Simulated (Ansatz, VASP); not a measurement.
# Cu2Te in two plane-wave programs, part 2 of 2

Aim: how closely do two programs agree when they are given the same cell, functional and k mesh? The cell is generated by rule, not measured, and may not be a known phase. The cell is taken from a series of runs on this material, whose earlier steps may have relaxed, scaled, displaced or heated it; both programs get it as it stands.

VASP 6.6.1 and Ansatz 0.2.0.

So far. Step 2 (Ansatz: single point, PBEsol, pair 1): The run ends at a pressure of -0.31 GPa, with forces up to 0.14 eV/Å.

## Step 5: VASP: single point, PBEsol, pair 2

Level of this step: PBEsol, no spin polarisation; plane waves and PAW (Te, Cu); invented cell (VASP).

A single point gives forces, pressure and levels at one fixed geometry, so differences don't come from the geometry; what else differs is listed under the comparison.

The input, INCAR:

```
SYSTEM = Cu2Te
PREC = Accurate
ENCUT = 600
EDIFF = 1E-06
NELM = 120
ISMEAR = 0
SIGMA = 0.02
LREAL = .FALSE.
ALGO = Normal
GGA = PS
NBANDS = 69
LASPH = .TRUE.
LORBIT = 11
LWAVE = .FALSE.
LCHARG = .FALSE.
ISIF = 2
GGA_COMPAT = .FALSE.
EFERMI = MIDGAP
KPAR = 2
```

The input, POSCAR:

```
Cu2Te
1.0
    5.5475960802      5.5475960802      0.0000000000
    5.5475960802      0.0000000000      5.5475960802
    5.5475960802      0.0000000000     -5.5475960802
Te Cu
4 8
Direct
    0.0000000000      0.0212546476      0.0000000000
    0.0000000000      0.4787453524      0.5000000000
    0.5000000000      0.2712546476      0.7500000000
    0.5000000000      0.7287453524      0.2500000000
    0.2252729949      0.1699943236      0.8873635026
    0.2747270051      0.5800056764      0.3626364974
    0.7500000000      0.1823578262      0.8750000000
    0.7500000000      0.5676421738      0.3750000000
    0.2747270051      0.6452673186      0.8626364974
    0.2252729949      0.1047326815      0.3873635026
    0.7500000000      0.1823578262      0.3750000000
    0.7500000000      0.5676421738      0.8750000000
```

The input, KPOINTS:

```
Automatic mesh
0
Gamma
4 4 4
0 0 0
```

Potentials, in the order of the species: Te and Cu (PBE family, release 64).

On the command line:

```console
$ mpirun -np 2 vasp_std
```

Numbers of over 12 decimals in the logs are rounded to 6 here.

Output:

```text
[banner, memory and clock lines left out]
running    2 mpi-ranks, on    1 nodes
[...]
[... a notice as in an earlier step ...]

 LDA part: xc-table for (Slater+PW92), standard interpolation
 POSCAR, INCAR and KPOINTS ok, starting setup
[...]
entering main loop
       N       E                     dE             d eps       ncg     rms          rms(c)
DAV:   1     0.995872555779E+03    0.99587E+03   -0.48329E+04  2484   0.205E+03
DAV:   2     0.856140302073E+02   -0.91026E+03   -0.88485E+03  2484   0.431E+02
DAV:   3    -0.386563417630E+02   -0.12427E+03   -0.11409E+03  2976   0.196E+02
DAV:   4    -0.477297803574E+02   -0.90734E+01   -0.89013E+01  3896   0.576E+01
[...]
DAV:  16    -0.437920847122E+02    0.10410E-04   -0.36739E-05  2944   0.233E-01    0.108E-02
DAV:  17    -0.437920877139E+02   -0.30017E-05   -0.45662E-05  3907   0.149E-01    0.697E-03
DAV:  18    -0.437920875596E+02    0.15426E-06   -0.91309E-06  2955   0.758E-02
   1 F= -.43792088E+02 E0= -.43792088E+02  d E =0.000000E+00
```

From OUTCAR (step 5):

```text
  Total       -0.8076919     -1.2059279     -0.8076919      0.0000000      0.0000000     -0.0891294
  in kB       -3.7897610     -5.6583190     -3.7897610      0.0000000      0.0000000     -0.4182029
  external PRESSURE =      -4.4126137 kB  Pullay stress =       0.0000000 kB

 POSITION                                       TOTAL-FORCE (eV/Angst)
 -----------------------------------------------------------------------------------
      0.11791      0.00000      0.11791         0.058817     -0.053712      0.058817
      5.42968      0.00000     -0.11791        -0.058817     -0.053712     -0.058817
      8.43931      2.77380     -2.65589         0.058817      0.053712      0.058817
      8.20348      2.77380      2.65589        -0.058817      0.053712     -0.058817
      7.11552      1.24972     -3.97967         0.055868     -0.057720      0.055868
      6.75347      1.52407      1.20588        -0.055868      0.057720     -0.055868
     10.02649      4.16070     -3.84250         0.152369      0.000000      0.152369
      9.39010      4.16070      1.06870        -0.152369      0.000000     -0.152369
      9.88932      1.52407     -1.20588         0.055868      0.057720      0.055868
      3.97967      1.24972     -1.56792        -0.055868     -0.057720     -0.055868
      7.25269      4.16070     -1.06870         0.152369      0.000000      0.152369
     12.16389      4.16070     -1.70510        -0.152369      0.000000     -0.152369
 -----------------------------------------------------------------------------------
    total drift:                               -0.000000     -0.000000     -0.000000

  FREE ENERGIE OF THE ION-ELECTRON SYSTEM (eV)
  ---------------------------------------------------
  free  energy   TOTEN  =       -43.7920875596 eV

  energy  without entropy=      -43.7920875596  energy(sigma->0) =      -43.79208756

[... 2 parts as in an earlier step ...]

[... 1 further part left out ...]
[key lines of the parts left out:]
E-fermi :   2.9343
```

The run ends at a pressure of -0.44 GPa, with forces up to 0.22 eV/Å.

## Step 6: Ansatz: single point, PBEsol, pair 2

The same cell, functional, mesh and smearing now go to Ansatz, which takes its cutoff from its data sets.

The cell is taken from a series of runs on this material, whose earlier steps may have relaxed, scaled, displaced or heated it; both programs get it as it stands.

The input, input.yaml:

```yaml
crystal:
  lattice:
    - [5.5475960802, 5.5475960802, 0.0]
    - [5.5475960802, 0.0, 5.5475960802]
    - [5.5475960802, 0.0, -5.5475960802]
  atoms:
    - { symbol: Te, position: [0.0, 0.0212546476, 0.0] }
    - { symbol: Te, position: [0.0, 0.4787453524, 0.5] }
    - { symbol: Te, position: [0.5, 0.2712546476, 0.75] }
    - { symbol: Te, position: [0.5, 0.7287453524, 0.25] }
    - { symbol: Cu, position: [0.2252729949, 0.1699943236, 0.8873635025] }
    - { symbol: Cu, position: [0.2747270051, 0.5800056764, 0.3626364975] }
    - { symbol: Cu, position: [0.75, 0.1823578262, 0.875] }
    - { symbol: Cu, position: [0.75, 0.5676421738, 0.375] }
    - { symbol: Cu, position: [0.2747270051, 0.6452673186, 0.8626364975] }
    - { symbol: Cu, position: [0.2252729949, 0.1047326814, 0.3873635025] }
    - { symbol: Cu, position: [0.75, 0.1823578262, 0.375] }
    - { symbol: Cu, position: [0.75, 0.5676421738, 0.875] }
kpoints:
  mp_grid: { grid: [4, 4, 4] }
hamiltonian:
  xc: pbesol
scf:
  occupations: { method: gaussian, width: 0.02 }
output:
  forces: true
  stress: true
  eigenvalues: true
```

On the command line:

```console
$ ansatz run input.yaml --threads 8 --pin off --max-ram 14336MiB --backend cpu --events-out ev --progress --plain --runs-dir out
```

Output:

```text
[...]
Crystal: 12 atoms, lattice volume = 341.464 Å³
Basis set: ecut = 420 eV, 6615 PW (Γ), exchange–correlation on 108×108×108 points (8 copies of the dense FFT grid, shifted against one another)
Bands: 130, of which v1, the nominal top of the filled ones, is band 108 counted from 1 (107 counted from 0)
Symmetry: 8 space group operations
[...]
k-points: 18 of 64
[...]
k-point 0: bands = [... 104 lower, 5.1870, 5.3468, 5.4051, 5.4150, 7.4593, 7.4992, 7.5038, 9.5886, ... 13 higher]
  k-point 1: bands = [... 104 lower, 5.2073, 5.2310, 5.4177, 5.4938, 7.8927, 8.0446, 8.1407, 8.7353, ... 13 higher]
  k-point 2: bands = [... 104 lower, 5.2051, 5.2051, 5.6949, 5.6949, 8.4707, 8.4707, 8.8518, 8.8518, ... 13 higher]
  k-point 17: bands = [... 104 lower, 5.4245, 5.4374, 5.6185, 5.6293, 7.7316, 7.8271, 8.3465, 8.6649, ... 13 higher]
[key lines of the parts left out:]
SCF converged after 10 iterations
Free energy (F): -80311.219490 eV
Fermi energy:    6.577262 eV
P = ⅓ Tr σ = -0.5524 GPa (-5.524 kbar)
```

The run ends at a pressure of -0.55 GPa, with forces up to 0.22 eV/Å.

## Step 7: Side by side

What differs besides the data sets and the points named for the pairs above, as far as they apply: the data sets hold 216 valence electrons in Ansatz (on its default PAW (the set named soft_2) files) and 112 in VASP. Total energies have different zeros and are not compared.

Compared:

```tsv
quantity	Ansatz	VASP	difference
pressure (GPa)	-0.55	-0.44	-0.11
gap on the k mesh (eV)	1.764	1.775	-0.010
```

Forces on 7 of the 12 atoms, those with the largest forces and the largest differences (eV/Å; atoms numbered as in POSCAR):

```tsv
atom	Ansatz x, y, z	VASP x, y, z
Te2	-0.063, -0.054, -0.063	-0.059, -0.054, -0.059
Te3	0.063, 0.054, 0.063	0.059, 0.054, 0.059
Te4	-0.063, 0.054, -0.063	-0.059, 0.054, -0.059
Cu7	0.153, 0.000, 0.153	0.152, 0.000, 0.152
Cu8	-0.153, 0.000, -0.153	-0.152, 0.000, -0.152
Cu11	0.153, 0.000, 0.153	0.152, 0.000, 0.152
Cu12	-0.153, 0.000, -0.153	-0.152, 0.000, -0.152
```

The forces differ by 2.2 meV/Å r.m.s., which is 2.6 % of the r.m.s. force of 0.086 eV/Å (both taken over all components). A gap on the mesh is an upper bound, since the band edges may lie between its points.

## Step 8: Ansatz: single point, PBEsol, pair 3

A single point gives forces, pressure and levels at one fixed geometry, so differences don't come from the geometry; what else differs is listed under the comparison.

The cell is taken from a series of runs on this material, whose earlier steps may have relaxed, scaled, displaced or heated it; both programs get it as it stands.

The input, input.yaml:

```yaml
crystal:
  lattice:
    - [5.5475960802, 5.5475960802, 0.0]
    - [5.5475960802, 0.0, 5.5475960802]
    - [5.5475960802, 0.0, -5.5475960802]
  atoms:
    - { symbol: Te, position: [0.0, 0.0283395302, 0.0] }
    - { symbol: Te, position: [0.0, 0.4716604698, 0.5] }
    - { symbol: Te, position: [0.5, 0.2783395302, 0.75] }
    - { symbol: Te, position: [0.5, 0.7216604698, 0.25] }
    - { symbol: Cu, position: [0.2170306599, 0.1849924315, 0.89148467] }
    - { symbol: Cu, position: [0.2829693401, 0.5650075685, 0.35851533] }
    - { symbol: Cu, position: [0.75, 0.2014771015, 0.875] }
    - { symbol: Cu, position: [0.75, 0.5485228985, 0.375] }
    - { symbol: Cu, position: [0.2829693401, 0.6520230914, 0.85851533] }
    - { symbol: Cu, position: [0.2170306599, 0.0979769086, 0.39148467] }
    - { symbol: Cu, position: [0.75, 0.2014771015, 0.375] }
    - { symbol: Cu, position: [0.75, 0.5485228985, 0.875] }
kpoints:
  mp_grid: { grid: [4, 4, 4] }
hamiltonian:
  xc: pbesol
scf:
  occupations: { method: gaussian, width: 0.02 }
output:
  forces: true
  stress: true
  eigenvalues: true
```

Output:

```text
[...]
Crystal: 12 atoms, lattice volume = 341.464 Å³
Basis set: ecut = 420 eV, 6615 PW (Γ), exchange–correlation on 108×108×108 points (8 copies of the dense FFT grid, shifted against one another)
Bands: 130, of which v1, the nominal top of the filled ones, is band 108 counted from 1 (107 counted from 0)
Symmetry: 8 space group operations
[...]
k-points: 18 of 64
[...]
k-point 0: bands = [... 104 lower, 5.2789, 5.3360, 5.3935, 5.3964, 7.4587, 7.4719, 7.5212, 9.6152, ... 13 higher]
  k-point 1: bands = [... 104 lower, 5.2047, 5.2487, 5.5093, 5.5202, 7.7975, 8.0158, 8.1037, 8.8320, ... 13 higher]
  k-point 2: bands = [... 104 lower, 5.2422, 5.2422, 5.7843, 5.7843, 8.2712, 8.2712, 8.7978, 8.7978, ... 13 higher]
  k-point 17: bands = [... 104 lower, 5.4753, 5.5003, 5.6746, 5.7107, 7.6850, 7.8337, 8.1252, 8.4566, ... 13 higher]
[key lines of the parts left out:]
SCF converged after 10 iterations
Free energy (F): -80311.425812 eV
Fermi energy:    6.621677 eV
P = ⅓ Tr σ = -0.8043 GPa (-8.043 kbar)
```

The run ends at a pressure of -0.80 GPa, with forces up to 0.23 eV/Å.

## Step 9: VASP: single point, PBEsol, pair 3

The same cell, functional, mesh and smearing now go to VASP, with its own data sets.

INCAR is that of step 5.

The input, POSCAR:

```
Cu2Te
1.0
    5.5475960802      5.5475960802      0.0000000000
    5.5475960802      0.0000000000      5.5475960802
    5.5475960802      0.0000000000     -5.5475960802
Te Cu
4 8
Direct
    0.0000000000      0.0283395302      0.0000000000
    0.0000000000      0.4716604698      0.5000000000
    0.5000000000      0.2783395302      0.7500000000
    0.5000000000      0.7216604698      0.2500000000
    0.2170306599      0.1849924315      0.8914846700
    0.2829693401      0.5650075685      0.3585153299
    0.7500000000      0.2014771015      0.8750000000
    0.7500000000      0.5485228985      0.3750000000
    0.2829693401      0.6520230914      0.8585153300
    0.2170306599      0.0979769086      0.3914846700
    0.7500000000      0.2014771015      0.3750000000
    0.7500000000      0.5485228985      0.8750000000
```

KPOINTS is that of step 5.

On the command line:

```console
$ mpirun -np 2 vasp_std
```

Output:

```text
[... set-up lines as in an earlier step ...]
 entering main loop
       N       E                     dE             d eps       ncg     rms          rms(c)
DAV:   1     0.997222909423E+03    0.99722E+03   -0.48388E+04  2484   0.205E+03
DAV:   2     0.854212528938E+02   -0.91180E+03   -0.88720E+03  2484   0.431E+02
DAV:   3    -0.391820219702E+02   -0.12460E+03   -0.11455E+03  3018   0.197E+02
DAV:   4    -0.481083689957E+02   -0.89263E+01   -0.87578E+01  3912   0.575E+01
[...]
DAV:  17    -0.439951320648E+02   -0.19909E-05   -0.36771E-05  3958   0.160E-01    0.462E-03
DAV:  18    -0.439951322974E+02   -0.23257E-06   -0.12057E-05  3406   0.637E-02    0.332E-03
DAV:  19    -0.439951323578E+02   -0.60389E-07   -0.17004E-06  1552   0.100E-02
   1 F= -.43995132E+02 E0= -.43995132E+02  d E =0.000000E+00
```

From OUTCAR (step 9):

```text
  Total       -1.1829290     -2.1598303     -1.1829290     -0.0000000      0.0000000      0.1096975
  in kB       -5.5504064    -10.1341125     -5.5504064     -0.0000000      0.0000000      0.5147104
  external PRESSURE =      -7.0783084 kB  Pullay stress =       0.0000000 kB

 POSITION                                       TOTAL-FORCE (eV/Angst)
 -----------------------------------------------------------------------------------
      0.15722      0.00000      0.15722         0.064244     -0.082428      0.064244
      5.39038      0.00000     -0.15722        -0.064244     -0.082428     -0.064244
      8.47861      2.77380     -2.61658         0.064244      0.082428      0.064244
      8.16418      2.77380      2.61658        -0.064244      0.082428     -0.064244
      7.17586      1.20400     -3.91933         0.067565     -0.082467      0.067565
      6.69313      1.56980      1.14554        -0.067565      0.082467     -0.067565
     10.13256      4.16070     -3.73643         0.158811      0.000000      0.158811
      9.28403      4.16070      0.96263        -0.158811      0.000000     -0.158811
      9.94966      1.56980     -1.14554         0.067565      0.082467      0.067565
      3.91933      1.20400     -1.62826        -0.067565     -0.082467     -0.067565
      7.35876      4.16070     -0.96263         0.158811      0.000000      0.158811
     12.05783      4.16070     -1.81116        -0.158811      0.000000     -0.158811
 -----------------------------------------------------------------------------------
    total drift:                                0.000000      0.000000     -0.000000

  FREE ENERGIE OF THE ION-ELECTRON SYSTEM (eV)
  ---------------------------------------------------
  free  energy   TOTEN  =       -43.9951323578 eV

  energy  without entropy=      -43.9951323578  energy(sigma->0) =      -43.99513236

[... 2 parts as in an earlier step ...]

[... 1 further part left out ...]
[key lines of the parts left out:]
E-fermi :   2.9783
```

The run ends at a pressure of -0.71 GPa, with forces up to 0.22 eV/Å.

## Step 10: Side by side

What differs besides the data sets and the points named for the pairs above, as far as they apply: the data sets hold 216 valence electrons in Ansatz (on its default PAW (the set named soft_2) files) and 112 in VASP. Total energies have different zeros and are not compared.

The two programs side by side:

```tsv
quantity	Ansatz	VASP	difference
pressure (GPa)	-0.80	-0.71	-0.10
gap on the k mesh (eV)	1.674	1.686	-0.011
```

Forces on 7 of the 12 atoms, those with the largest forces and the largest differences (eV/Å; atoms numbered as in POSCAR):

```tsv
atom	Ansatz x, y, z	VASP x, y, z
Te1	0.070, -0.082, 0.070	0.064, -0.082, 0.064
Te2	-0.070, -0.082, -0.070	-0.064, -0.082, -0.064
Te3	0.070, 0.082, 0.070	0.064, 0.082, 0.064
Cu7	0.163, 0.000, 0.163	0.159, 0.000, 0.159
Cu8	-0.163, 0.000, -0.163	-0.159, 0.000, -0.159
Cu11	0.163, 0.000, 0.163	0.159, 0.000, 0.159
Cu12	-0.163, 0.000, -0.163	-0.159, 0.000, -0.159
```

The forces differ by 3.3 meV/Å r.m.s., which is 3.5 % of the r.m.s. force of 0.095 eV/Å (both taken over all components). A gap on the mesh is an upper bound, since the band edges may lie between its points.

## Step 11: Summary of results

| Item | Value |
| --- | --- |
| r.m.s. force difference (single point, PBEsol, pair 1) | 1.9 meV/Å |
| r.m.s. force difference (single point, PBEsol, pair 2) | 2.2 meV/Å |
| r.m.s. force difference (single point, PBEsol, pair 3) | 3.3 meV/Å |

The r.m.s. force difference is 3.3 meV/Å (single point, PBEsol, pair 3), within the 12 meV/Å picked in this series as the mark of a large difference. The data sets hold unlike numbers of valence electrons (216 in Ansatz and 112 in VASP), so part of the differences comes from the potentials. 1 further run of this series is not shown here. How closely two codes agree says nothing of how well the functional describes the real material.

[Lines on the potential files, build, host, timing and source positions are cut from VASP's logs without a mark.]

[Logs are printed without paths, hosts, clocks, repeated set-up lines and the standing remarks that a program may print on its own settings, such as how far it seeks lower states.]

[Hosts, paths, dates, database ids (printed as entryN), source tags and the programs' standing remarks are cut or masked in the printed files.]
